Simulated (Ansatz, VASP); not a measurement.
# Ge (Germanium) in two plane-wave programs, part 2 of 4

One calculation is typed for both programs; each brings its own data sets. How far apart do they land? Of the first pair: The structure shown is the start of the Ansatz relaxation below; VASP solves that cell, so the two are compared at the walk's first step.

VASP 6.6.1 and Ansatz 0.2.0.

So far: Starting point; Ansatz: relaxation, PBEsol.

**3. VASP: single point, PBEsol, start cell, pair 1**

Level of this step: PBEsol; plane waves and PAW (Ge_d) (VASP).

The same cell, functional, mesh and smearing now go to VASP, with its own data sets.

Lines of VASP's logs that name or quote its potential files are left out, and so is its time.

Contents of INCAR:

```
SYSTEM = Ge
PREC = Accurate
ENCUT = 410
EDIFF = 1E-06
NELM = 120
ISMEAR = 0
SIGMA = 0.015
LREAL = .FALSE.
ALGO = Normal
GGA = PS
NBANDS = 20
LORBIT = 11
LWAVE = .FALSE.
LCHARG = .FALSE.
ISIF = 2
ISYM = 2
LASPH = .TRUE.
GGA_COMPAT = .FALSE.
```

Contents of POSCAR:

```
Ge
1.0
   -0.0578780000      2.7821400000      2.8690600000
    2.7821400000     -0.0578780000      2.8690600000
    2.7242610000      2.7242610000      0.0000000000
Ge
2
Direct
    0.4979301583      0.4979301583      0.5020289139
    0.7520698417      0.7520698417      0.7479708108
```

Contents of KPOINTS:

```
Points of the shifted mesh
1728
Reciprocal
 0.0416666667  0.0416666667  0.0416666667 1
 0.0416666667  0.0416666667  0.1250000000 1
 0.0416666667  0.0416666667  0.2083333333 1
 0.0416666667  0.0416666667  0.2916666667 1
 0.0416666667  0.0416666667  0.3750000000 1
 0.0416666667  0.0416666667  0.4583333333 1
 0.0416666667  0.0416666667  0.5416666667 1
 0.0416666667  0.0416666667  0.6250000000 1
 0.0416666667  0.0416666667  0.7083333333 1
 0.0416666667  0.0416666667  0.7916666667 1
 0.0416666667  0.0416666667  0.8750000000 1
 0.0416666667  0.0416666667  0.9583333333 1
 0.0416666667  0.1250000000  0.0416666667 1
 0.0416666667  0.1250000000  0.1250000000 1
 0.0416666667  0.1250000000  0.2083333333 1
 0.0416666667  0.1250000000  0.2916666667 1
 0.0416666667  0.1250000000  0.3750000000 1
 0.0416666667  0.1250000000  0.4583333333 1
 0.0416666667  0.1250000000  0.5416666667 1
 0.0416666667  0.1250000000  0.6250000000 1
 0.0416666667  0.1250000000  0.7083333333 1
 0.0416666667  0.1250000000  0.7916666667 1
 0.0416666667  0.1250000000  0.8750000000 1
 0.0416666667  0.1250000000  0.9583333333 1
 0.0416666667  0.2083333333  0.0416666667 1
 0.0416666667  0.2083333333  0.1250000000 1
 0.0416666667  0.2083333333  0.2083333333 1
 0.0416666667  0.2083333333  0.2916666667 1
 0.0416666667  0.2083333333  0.3750000000 1
 0.0416666667  0.2083333333  0.4583333333 1
 0.0416666667  0.2083333333  0.5416666667 1
 0.0416666667  0.2083333333  0.6250000000 1
 0.0416666667  0.2083333333  0.7083333333 1
 0.0416666667  0.2083333333  0.7916666667 1
 0.0416666667  0.2083333333  0.8750000000 1
 0.0416666667  0.2083333333  0.9583333333 1
 0.0416666667  0.2916666667  0.0416666667 1
 0.0416666667  0.2916666667  0.1250000000 1
 0.0416666667  0.2916666667  0.2083333333 1
 0.0416666667  0.2916666667  0.2916666667 1
 0.0416666667  0.2916666667  0.3750000000 1
 0.0416666667  0.2916666667  0.4583333333 1
 0.0416666667  0.2916666667  0.5416666667 1
 0.0416666667  0.2916666667  0.6250000000 1
 0.0416666667  0.2916666667  0.7083333333 1
 0.0416666667  0.2916666667  0.7916666667 1
 0.0416666667  0.2916666667  0.8750000000 1
 0.0416666667  0.2916666667  0.9583333333 1
 0.0416666667  0.3750000000  0.0416666667 1
 0.0416666667  0.3750000000  0.1250000000 1
 0.0416666667  0.3750000000  0.2083333333 1
 0.0416666667  0.3750000000  0.2916666667 1
 0.0416666667  0.3750000000  0.3750000000 1
 0.0416666667  0.3750000000  0.4583333333 1
 0.0416666667  0.3750000000  0.5416666667 1
 0.0416666667  0.3750000000  0.6250000000 1
 0.0416666667  0.3750000000  0.7083333333 1
 0.0416666667  0.3750000000  0.7916666667 1
 0.0416666667  0.3750000000  0.8750000000 1
 0.0416666667  0.3750000000  0.9583333333 1
 0.0416666667  0.4583333333  0.0416666667 1
 0.0416666667  0.4583333333  0.1250000000 1
 0.0416666667  0.4583333333  0.2083333333 1
 0.0416666667  0.4583333333  0.2916666667 1
 0.0416666667  0.4583333333  0.3750000000 1
 0.0416666667  0.4583333333  0.4583333333 1
 0.0416666667  0.4583333333  0.5416666667 1
 0.0416666667  0.4583333333  0.6250000000 1
 0.0416666667  0.4583333333  0.7083333333 1
 0.0416666667  0.4583333333  0.7916666667 1
 0.0416666667  0.4583333333  0.8750000000 1
 0.0416666667  0.4583333333  0.9583333333 1
 0.0416666667  0.5416666667  0.0416666667 1
 0.0416666667  0.5416666667  0.1250000000 1
 0.0416666667  0.5416666667  0.2083333333 1
 0.0416666667  0.5416666667  0.2916666667 1
 0.0416666667  0.5416666667  0.3750000000 1
 0.0416666667  0.5416666667  0.4583333333 1
 0.0416666667  0.5416666667  0.5416666667 1
 0.0416666667  0.5416666667  0.6250000000 1
 0.0416666667  0.5416666667  0.7083333333 1
 0.0416666667  0.5416666667  0.7916666667 1
 0.0416666667  0.5416666667  0.8750000000 1
 0.0416666667  0.5416666667  0.9583333333 1
 0.0416666667  0.6250000000  0.0416666667 1
 0.0416666667  0.6250000000  0.1250000000 1
 0.0416666667  0.6250000000  0.2083333333 1
 0.0416666667  0.6250000000  0.2916666667 1
 0.0416666667  0.6250000000  0.3750000000 1
 0.0416666667  0.6250000000  0.4583333333 1
 0.0416666667  0.6250000000  0.5416666667 1
 0.0416666667  0.6250000000  0.6250000000 1
 0.0416666667  0.6250000000  0.7083333333 1
 0.0416666667  0.6250000000  0.7916666667 1
 0.0416666667  0.6250000000  0.8750000000 1
 0.0416666667  0.6250000000  0.9583333333 1
 0.0416666667  0.7083333333  0.0416666667 1
 0.0416666667  0.7083333333  0.1250000000 1
 0.0416666667  0.7083333333  0.2083333333 1
 0.0416666667  0.7083333333  0.2916666667 1
 0.0416666667  0.7083333333  0.3750000000 1
 0.0416666667  0.7083333333  0.4583333333 1
 0.0416666667  0.7083333333  0.5416666667 1
 0.0416666667  0.7083333333  0.6250000000 1
 0.0416666667  0.7083333333  0.7083333333 1
 0.0416666667  0.7083333333  0.7916666667 1
 0.0416666667  0.7083333333  0.8750000000 1
 0.0416666667  0.7083333333  0.9583333333 1
 0.0416666667  0.7916666667  0.0416666667 1
 0.0416666667  0.7916666667  0.1250000000 1
 0.0416666667  0.7916666667  0.2083333333 1
 0.0416666667  0.7916666667  0.2916666667 1
[... 1390 lines left out ...]
 0.8750000000  0.4583333333  0.1250000000 1
 0.8750000000  0.4583333333  0.2083333333 1
 0.8750000000  0.4583333333  0.2916666667 1
 0.8750000000  0.4583333333  0.3750000000 1
 0.8750000000  0.4583333333  0.4583333333 1
 0.8750000000  0.4583333333  0.5416666667 1
 0.8750000000  0.4583333333  0.6250000000 1
 0.8750000000  0.4583333333  0.7083333333 1
 0.8750000000  0.4583333333  0.7916666667 1
 0.8750000000  0.4583333333  0.8750000000 1
 0.8750000000  0.4583333333  0.9583333333 1
 0.8750000000  0.5416666667  0.0416666667 1
 0.8750000000  0.5416666667  0.1250000000 1
 0.8750000000  0.5416666667  0.2083333333 1
 0.8750000000  0.5416666667  0.2916666667 1
 0.8750000000  0.5416666667  0.3750000000 1
 0.8750000000  0.5416666667  0.4583333333 1
 0.8750000000  0.5416666667  0.5416666667 1
 0.8750000000  0.5416666667  0.6250000000 1
 0.8750000000  0.5416666667  0.7083333333 1
 0.8750000000  0.5416666667  0.7916666667 1
 0.8750000000  0.5416666667  0.8750000000 1
 0.8750000000  0.5416666667  0.9583333333 1
 0.8750000000  0.6250000000  0.0416666667 1
 0.8750000000  0.6250000000  0.1250000000 1
 0.8750000000  0.6250000000  0.2083333333 1
 0.8750000000  0.6250000000  0.2916666667 1
 0.8750000000  0.6250000000  0.3750000000 1
 0.8750000000  0.6250000000  0.4583333333 1
 0.8750000000  0.6250000000  0.5416666667 1
 0.8750000000  0.6250000000  0.6250000000 1
 0.8750000000  0.6250000000  0.7083333333 1
 0.8750000000  0.6250000000  0.7916666667 1
 0.8750000000  0.6250000000  0.8750000000 1
 0.8750000000  0.6250000000  0.9583333333 1
 0.8750000000  0.7083333333  0.0416666667 1
 0.8750000000  0.7083333333  0.1250000000 1
 0.8750000000  0.7083333333  0.2083333333 1
 0.8750000000  0.7083333333  0.2916666667 1
 0.8750000000  0.7083333333  0.3750000000 1
 0.8750000000  0.7083333333  0.4583333333 1
 0.8750000000  0.7083333333  0.5416666667 1
 0.8750000000  0.7083333333  0.6250000000 1
 0.8750000000  0.7083333333  0.7083333333 1
 0.8750000000  0.7083333333  0.7916666667 1
 0.8750000000  0.7083333333  0.8750000000 1
 0.8750000000  0.7083333333  0.9583333333 1
 0.8750000000  0.7916666667  0.0416666667 1
 0.8750000000  0.7916666667  0.1250000000 1
 0.8750000000  0.7916666667  0.2083333333 1
 0.8750000000  0.7916666667  0.2916666667 1
 0.8750000000  0.7916666667  0.3750000000 1
 0.8750000000  0.7916666667  0.4583333333 1
 0.8750000000  0.7916666667  0.5416666667 1
 0.8750000000  0.7916666667  0.6250000000 1
 0.8750000000  0.7916666667  0.7083333333 1
 0.8750000000  0.7916666667  0.7916666667 1
 0.8750000000  0.7916666667  0.8750000000 1
 0.8750000000  0.7916666667  0.9583333333 1
 0.8750000000  0.8750000000  0.0416666667 1
 0.8750000000  0.8750000000  0.1250000000 1
 0.8750000000  0.8750000000  0.2083333333 1
 0.8750000000  0.8750000000  0.2916666667 1
 0.8750000000  0.8750000000  0.3750000000 1
 0.8750000000  0.8750000000  0.4583333333 1
 0.8750000000  0.8750000000  0.5416666667 1
 0.8750000000  0.8750000000  0.6250000000 1
 0.8750000000  0.8750000000  0.7083333333 1
 0.8750000000  0.8750000000  0.7916666667 1
 0.8750000000  0.8750000000  0.8750000000 1
 0.8750000000  0.8750000000  0.9583333333 1
 0.8750000000  0.9583333333  0.0416666667 1
 0.8750000000  0.9583333333  0.1250000000 1
 0.8750000000  0.9583333333  0.2083333333 1
 0.8750000000  0.9583333333  0.2916666667 1
 0.8750000000  0.9583333333  0.3750000000 1
 0.8750000000  0.9583333333  0.4583333333 1
 0.8750000000  0.9583333333  0.5416666667 1
 0.8750000000  0.9583333333  0.6250000000 1
 0.8750000000  0.9583333333  0.7083333333 1
 0.8750000000  0.9583333333  0.7916666667 1
 0.8750000000  0.9583333333  0.8750000000 1
 0.8750000000  0.9583333333  0.9583333333 1
 0.9583333333  0.0416666667  0.0416666667 1
 0.9583333333  0.0416666667  0.1250000000 1
 0.9583333333  0.0416666667  0.2083333333 1
 0.9583333333  0.0416666667  0.2916666667 1
 0.9583333333  0.0416666667  0.3750000000 1
 0.9583333333  0.0416666667  0.4583333333 1
 0.9583333333  0.0416666667  0.5416666667 1
 0.9583333333  0.0416666667  0.6250000000 1
 0.9583333333  0.0416666667  0.7083333333 1
 0.9583333333  0.0416666667  0.7916666667 1
 0.9583333333  0.0416666667  0.8750000000 1
 0.9583333333  0.0416666667  0.9583333333 1
 0.9583333333  0.1250000000  0.0416666667 1
 0.9583333333  0.1250000000  0.1250000000 1
 0.9583333333  0.1250000000  0.2083333333 1
 0.9583333333  0.1250000000  0.2916666667 1
 0.9583333333  0.1250000000  0.3750000000 1
 0.9583333333  0.1250000000  0.4583333333 1
 0.9583333333  0.1250000000  0.5416666667 1
 0.9583333333  0.1250000000  0.6250000000 1
 0.9583333333  0.1250000000  0.7083333333 1
 0.9583333333  0.1250000000  0.7916666667 1
 0.9583333333  0.1250000000  0.8750000000 1
 0.9583333333  0.1250000000  0.9583333333 1
 0.9583333333  0.2083333333  0.0416666667 1
 0.9583333333  0.2083333333  0.1250000000 1
 0.9583333333  0.2083333333  0.2083333333 1
 0.9583333333  0.2083333333  0.2916666667 1
 0.9583333333  0.2083333333  0.3750000000 1
 0.9583333333  0.2083333333  0.4583333333 1
 0.9583333333  0.2083333333  0.5416666667 1
 0.9583333333  0.2083333333  0.6250000000 1
 0.9583333333  0.2083333333  0.7083333333 1
 0.9583333333  0.2083333333  0.7916666667 1
 0.9583333333  0.2083333333  0.8750000000 1
 0.9583333333  0.2083333333  0.9583333333 1
 0.9583333333  0.2916666667  0.0416666667 1
 0.9583333333  0.2916666667  0.1250000000 1
 0.9583333333  0.2916666667  0.2083333333 1
 0.9583333333  0.2916666667  0.2916666667 1
 0.9583333333  0.2916666667  0.3750000000 1
 0.9583333333  0.2916666667  0.4583333333 1
 0.9583333333  0.2916666667  0.5416666667 1
 0.9583333333  0.2916666667  0.6250000000 1
 0.9583333333  0.2916666667  0.7083333333 1
 0.9583333333  0.2916666667  0.7916666667 1
 0.9583333333  0.2916666667  0.8750000000 1
 0.9583333333  0.2916666667  0.9583333333 1
 0.9583333333  0.3750000000  0.0416666667 1
 0.9583333333  0.3750000000  0.1250000000 1
 0.9583333333  0.3750000000  0.2083333333 1
 0.9583333333  0.3750000000  0.2916666667 1
 0.9583333333  0.3750000000  0.3750000000 1
 0.9583333333  0.3750000000  0.4583333333 1
 0.9583333333  0.3750000000  0.5416666667 1
 0.9583333333  0.3750000000  0.6250000000 1
 0.9583333333  0.3750000000  0.7083333333 1
 0.9583333333  0.3750000000  0.7916666667 1
 0.9583333333  0.3750000000  0.8750000000 1
 0.9583333333  0.3750000000  0.9583333333 1
 0.9583333333  0.4583333333  0.0416666667 1
 0.9583333333  0.4583333333  0.1250000000 1
 0.9583333333  0.4583333333  0.2083333333 1
 0.9583333333  0.4583333333  0.2916666667 1
 0.9583333333  0.4583333333  0.3750000000 1
 0.9583333333  0.4583333333  0.4583333333 1
 0.9583333333  0.4583333333  0.5416666667 1
 0.9583333333  0.4583333333  0.6250000000 1
 0.9583333333  0.4583333333  0.7083333333 1
 0.9583333333  0.4583333333  0.7916666667 1
 0.9583333333  0.4583333333  0.8750000000 1
 0.9583333333  0.4583333333  0.9583333333 1
 0.9583333333  0.5416666667  0.0416666667 1
 0.9583333333  0.5416666667  0.1250000000 1
 0.9583333333  0.5416666667  0.2083333333 1
 0.9583333333  0.5416666667  0.2916666667 1
 0.9583333333  0.5416666667  0.3750000000 1
 0.9583333333  0.5416666667  0.4583333333 1
 0.9583333333  0.5416666667  0.5416666667 1
 0.9583333333  0.5416666667  0.6250000000 1
 0.9583333333  0.5416666667  0.7083333333 1
 0.9583333333  0.5416666667  0.7916666667 1
 0.9583333333  0.5416666667  0.8750000000 1
 0.9583333333  0.5416666667  0.9583333333 1
 0.9583333333  0.6250000000  0.0416666667 1
 0.9583333333  0.6250000000  0.1250000000 1
 0.9583333333  0.6250000000  0.2083333333 1
 0.9583333333  0.6250000000  0.2916666667 1
 0.9583333333  0.6250000000  0.3750000000 1
 0.9583333333  0.6250000000  0.4583333333 1
 0.9583333333  0.6250000000  0.5416666667 1
 0.9583333333  0.6250000000  0.6250000000 1
 0.9583333333  0.6250000000  0.7083333333 1
 0.9583333333  0.6250000000  0.7916666667 1
 0.9583333333  0.6250000000  0.8750000000 1
 0.9583333333  0.6250000000  0.9583333333 1
 0.9583333333  0.7083333333  0.0416666667 1
 0.9583333333  0.7083333333  0.1250000000 1
 0.9583333333  0.7083333333  0.2083333333 1
 0.9583333333  0.7083333333  0.2916666667 1
 0.9583333333  0.7083333333  0.3750000000 1
 0.9583333333  0.7083333333  0.4583333333 1
 0.9583333333  0.7083333333  0.5416666667 1
 0.9583333333  0.7083333333  0.6250000000 1
 0.9583333333  0.7083333333  0.7083333333 1
 0.9583333333  0.7083333333  0.7916666667 1
 0.9583333333  0.7083333333  0.8750000000 1
 0.9583333333  0.7083333333  0.9583333333 1
 0.9583333333  0.7916666667  0.0416666667 1
 0.9583333333  0.7916666667  0.1250000000 1
 0.9583333333  0.7916666667  0.2083333333 1
 0.9583333333  0.7916666667  0.2916666667 1
 0.9583333333  0.7916666667  0.3750000000 1
 0.9583333333  0.7916666667  0.4583333333 1
 0.9583333333  0.7916666667  0.5416666667 1
 0.9583333333  0.7916666667  0.6250000000 1
 0.9583333333  0.7916666667  0.7083333333 1
 0.9583333333  0.7916666667  0.7916666667 1
 0.9583333333  0.7916666667  0.8750000000 1
 0.9583333333  0.7916666667  0.9583333333 1
 0.9583333333  0.8750000000  0.0416666667 1
 0.9583333333  0.8750000000  0.1250000000 1
 0.9583333333  0.8750000000  0.2083333333 1
 0.9583333333  0.8750000000  0.2916666667 1
 0.9583333333  0.8750000000  0.3750000000 1
 0.9583333333  0.8750000000  0.4583333333 1
 0.9583333333  0.8750000000  0.5416666667 1
 0.9583333333  0.8750000000  0.6250000000 1
 0.9583333333  0.8750000000  0.7083333333 1
 0.9583333333  0.8750000000  0.7916666667 1
 0.9583333333  0.8750000000  0.8750000000 1
 0.9583333333  0.8750000000  0.9583333333 1
 0.9583333333  0.9583333333  0.0416666667 1
 0.9583333333  0.9583333333  0.1250000000 1
 0.9583333333  0.9583333333  0.2083333333 1
 0.9583333333  0.9583333333  0.2916666667 1
 0.9583333333  0.9583333333  0.3750000000 1
 0.9583333333  0.9583333333  0.4583333333 1
 0.9583333333  0.9583333333  0.5416666667 1
 0.9583333333  0.9583333333  0.6250000000 1
 0.9583333333  0.9583333333  0.7083333333 1
 0.9583333333  0.9583333333  0.7916666667 1
 0.9583333333  0.9583333333  0.8750000000 1
 0.9583333333  0.9583333333  0.9583333333 1
```

The projector-augmented-wave data sets are Ge_d (PBE family, release 64).

Started as:

```sh
$ mpirun -np 1 vasp_std
```

Output:

```text
[banner, memory and clock lines left out]
running    1 mpi-ranks, on    1 nodes
 distrk:  each k-point on    1 cores,    1 groups
 distr:  one band on    1 cores,    1 groups

 POSCAR found type information on POSCAR Ge
 POSCAR found :  1 types and       2 ions
|                                                                             |
|               ----> ADVICE to this user running VASP <----                  |
|                                                                             |
|     You enforced a specific xc type in the INCAR file but a different       |
|     [... a line on the potential file left out ...]
|     I HOPE YOU KNOW WHAT YOU ARE DOING!                                     |
|                                                                             |

 LDA part: xc-table for (Slater+PW92), standard interpolation
 POSCAR, INCAR and KPOINTS ok, starting setup
 FFT: planning ... GRIDC
 FFT: planning ... GRID_SOFT
 FFT: planning ... GRID
 WAVECAR not read
 entering main loop
       N       E                     dE             d eps       ncg     rms          rms(c)
DAV:   1     0.170259655067E+03    0.17026E+03   -0.13231E+04 74448   0.341E+03
DAV:   2     0.134364283750E+02   -0.15682E+03   -0.15277E+03 69368   0.536E+02
DAV:   3    -0.931313644811E+01   -0.22750E+02   -0.22609E+02 78240   0.137E+02
DAV:   4    -0.999380330244E+01   -0.68067E+00   -0.68028E+00 77732   0.282E+01
DAV:   5    -0.100046209901E+02   -0.10818E-01   -0.10817E-01 77720   0.382E+00    0.334E+00
DAV:   6    -0.989430404767E+01    0.11032E+00   -0.38318E-02 86088   0.236E+00    0.190E+00
DAV:   7    -0.984258382162E+01    0.51720E-01   -0.69892E-02 71952   0.256E+00    0.161E-01
DAV:   8    -0.984354286350E+01   -0.95904E-03   -0.70239E-03 80072   0.114E+00    0.553E-02
DAV:   9    -0.984366086404E+01   -0.11800E-03   -0.20978E-04 78724   0.185E-01    0.182E-02
DAV:  10    -0.984367984853E+01   -0.18984E-04   -0.24750E-05 91536   0.486E-02    0.542E-03
DAV:  11    -0.984368109813E+01   -0.12496E-05   -0.34076E-06 64276   0.194E-02    0.151E-03
DAV:  12    -0.984368106437E+01    0.33758E-07   -0.80050E-07 44696   0.178E-02
   1 F= -.98436811E+01 E0= -.98436776E+01  d E =-.701565E-05
```

[end of part 2 of 4]

[Lines on the potential files, build, host, timing and source positions are cut from VASP's logs without a mark.]

[Logs are printed without paths, hosts, clocks, repeated set-up lines and the standing remarks that a program may print on its own settings, such as how far it seeks lower states.]

[Hosts, paths, dates, database ids (printed as entryN), source tags and the programs' standing remarks are cut or masked in the printed files.]
